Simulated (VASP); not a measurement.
Method: PBE GGA, VASP's PBE PAW potentials (set 64) (plane waves; VASP).

The input files of a VASP run:

### KPOINTS
```
Regular mesh
0
gamma
12 12 12
0 0 0
```

INCAR:
```
SYSTEM = FeAl
PREC = Accurate
ENCUT = 480
EDIFF = 1E-7
NELM = 100
ALGO = Normal
LREAL = .FALSE.
LASPH = .TRUE.
ISMEAR = 1
SIGMA = 0.1
GGA = PE
LMAXMIX = 4
LWAVE = .FALSE.
LCHARG = .FALSE.
ISIF = 2
```

File POSCAR:
```
FeAl
1
    2.8672582382     0.0000000000     0.0000000000
    0.0000000000     2.8672582382     0.0000000000
    0.0000000000     0.0000000000     2.8672582382
Al Fe
1 1
Direct
  0.5000000000   0.5000000000   0.5000000000
  0.0000000000   0.0000000000   0.0000000000
```

POTCAR, in this order: Al Fe (PBE.64 set). Program: vasp_std.

The run wrote:

**OSZICAR**
```
       N       E                     dE             d eps       ncg     rms          rms(c)
DAV:   1     0.301587885036E+02    0.30159E+02   -0.47451E+03  1528   0.114E+03
DAV:   2    -0.134199492126E+02   -0.43579E+02   -0.41932E+02  1528   0.173E+02
DAV:   3    -0.145618606938E+02   -0.11419E+01   -0.11262E+01  1834   0.390E+01
DAV:   4    -0.145835211027E+02   -0.21660E-01   -0.21633E-01  1967   0.472E+00
DAV:   5    -0.145838128237E+02   -0.29172E-03   -0.29171E-03  1823   0.459E-01    0.139E+01
DAV:   6    -0.165773131733E+02   -0.19935E+01   -0.74505E+01  1747   0.135E+02    0.181E+01
DAV:   7    -0.126653884057E+02    0.39119E+01   -0.36849E+01  1717   0.839E+01    0.251E+00
DAV:   8    -0.126347342905E+02    0.30654E-01   -0.21553E-01  1679   0.569E+00    0.146E+00
DAV:   9    -0.126194285357E+02    0.15306E-01   -0.50786E-02  1853   0.344E+00    0.359E-01
DAV:  10    -0.126189815549E+02    0.44698E-03   -0.10263E-03  1968   0.441E-01    0.162E-01
DAV:  11    -0.126189582876E+02    0.23267E-04   -0.33458E-05  1758   0.638E-02    0.590E-03
DAV:  12    -0.126189583770E+02   -0.89443E-07   -0.93954E-07  1921   0.891E-03
   1 F= -.12618958E+02 E0= -.12618895E+02  d E =-.189099E-03
```

File OUTCAR:
```
------------------------ aborting loop because EDIFF is reached ----------------------------------------
  FORCE on cell =-STRESS in cart. coord.  units (eV):
  Direction    XX          YY          ZZ          XY          YZ          ZX
  --------------------------------------------------------------------------------------
  Total        0.0335692      0.0335692      0.0335692      0.0000000      0.0000000      0.0000000
  in kB        2.2816612      2.2816612      2.2816612      0.0000000      0.0000000      0.0000000
  external PRESSURE =       2.2816612 kB  Pullay stress =       0.0000000 kB
  volume of cell :       23.57
      direct lattice vectors                 reciprocal lattice vectors
     2.867258238  0.000000000  0.000000000     0.348765237  0.000000000  0.000000000
     0.000000000  2.867258238  0.000000000     0.000000000  0.348765237  0.000000000
     0.000000000  0.000000000  2.867258238     0.000000000  0.000000000  0.348765237
 POSITION                                       TOTAL-FORCE (eV/Angst)
 -----------------------------------------------------------------------------------
      1.43363      1.43363      1.43363         0.000000      0.000000      0.000000
      0.00000      0.00000      0.00000         0.000000      0.000000      0.000000
 -----------------------------------------------------------------------------------
    total drift:                               -0.000000      0.000000     -0.000000
  FREE ENERGIE OF THE ION-ELECTRON SYSTEM (eV)
  ---------------------------------------------------
  free  energy   TOTEN  =       -12.6189583770 eV

  energy  without entropy=      -12.6187692785  energy(sigma->0) =      -12.61889534
```
(Selected blocks of OUTCAR.)

The compound is FeAl in the CsCl type structure. It was relaxed first. The run is not spin-polarised, so no magnetic state was tried. The electron count is odd and the run is not spin-polarised, which forces a metal.
